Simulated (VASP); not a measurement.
An input for Quantum ESPRESSO's pw.x (written as the equivalent of a VASP run, and not itself run):

```
&CONTROL
  calculation = 'scf'
  pseudo_dir = './pseudo'
  outdir = './out'
  tprnfor = .true.
  tstress = .true.
/
&SYSTEM
  ibrav = 0
  nat = 15
  ntyp = 2
  ecutwfc = 84
  occupations = 'smearing'
  smearing = 'gaussian'
  degauss = 0.002205
  input_dft = 'pbe'
/
&ELECTRONS
  conv_thr = 7.3e-08
  electron_maxstep = 100
/
ATOMIC_SPECIES
  Mg 24.305 Mg.upf
  B 10.810 B.upf
CELL_PARAMETERS angstrom
     5.2199780    0.0000000    0.0000000
     2.6099890    3.7780540    0.0000000
     0.0000000    0.0000000   18.3194000
ATOMIC_POSITIONS crystal
  Mg   0.4352940  0.0365750  0.3658530
  Mg   0.0148350  0.8774940  0.4425090
  Mg   0.5943750  0.7184120  0.5191650
  Mg   0.1739160  0.5593310  0.5958220
  Mg   0.7534570  0.4002490  0.6724780
  B    0.9788570  0.6161160  0.3275220
  B    0.3121900  0.6161160  0.3275220
  B    0.5583980  0.4570340  0.4041780
  B    0.8917310  0.4570340  0.4041780
  B    0.1379380  0.2979530  0.4808350
  B    0.4712720  0.2979530  0.4808350
  B    0.7174790  0.1388710  0.5574910
  B    0.0508120  0.1388710  0.5574910
  B    0.2970200  0.9797900  0.6341470
  B    0.6303530  0.9797900  0.6341470
K_POINTS automatic
  3 3 1 0 0 0
```

Q: Write the VASP files for the same calculation (PBE).

A: Several could match; the one computed here: 
**POSCAR**
```
MgB2
1
    5.2199780000     0.0000000000     0.0000000000
    2.6099890000     3.7780540000     0.0000000000
    0.0000000000     0.0000000000    18.3194000000
Mg B
5 10
Direct
  0.4352940000   0.0365750000   0.3658530000
  0.0148350000   0.8774940000   0.4425090000
  0.5943750000   0.7184120000   0.5191650000
  0.1739160000   0.5593310000   0.5958220000
  0.7534570000   0.4002490000   0.6724780000
  0.9788570000   0.6161160000   0.3275220000
  0.3121900000   0.6161160000   0.3275220000
  0.5583980000   0.4570340000   0.4041780000
  0.8917310000   0.4570340000   0.4041780000
  0.1379380000   0.2979530000   0.4808350000
  0.4712720000   0.2979530000   0.4808350000
  0.7174790000   0.1388710000   0.5574910000
  0.0508120000   0.1388710000   0.5574910000
  0.2970200000   0.9797900000   0.6341470000
  0.6303530000   0.9797900000   0.6341470000
```

File KPOINTS:
```
Automatic
0
gamma
3 3 1
0 0 0
```

**INCAR**
```
SYSTEM = MgB2
PREC = Accurate
ENCUT = 400
EDIFF = 1E-6
NELM = 100
ALGO = Normal
LREAL = Auto
LASPH = .TRUE.
ISMEAR = 0
SIGMA = 0.03
GGA = PE
LWAVE = .FALSE.
LCHARG = .FALSE.
ISIF = 2
```

POTCAR, in this order: Mg B (PBE.64 set). Program: vasp_std.

What does not carry over: the potentials are each code's own (VASP's PAW set, PseudoDojo norm-conserving files in pw.x), so ENCUT and ecutwfc are chosen apart and not converted; conv_thr bounds pw.x's estimated SCF error, while EDIFF bounds the energy change between steps.

The cell is a sheet with vacuum, built from a database entry that may be metastable or hypothetical.
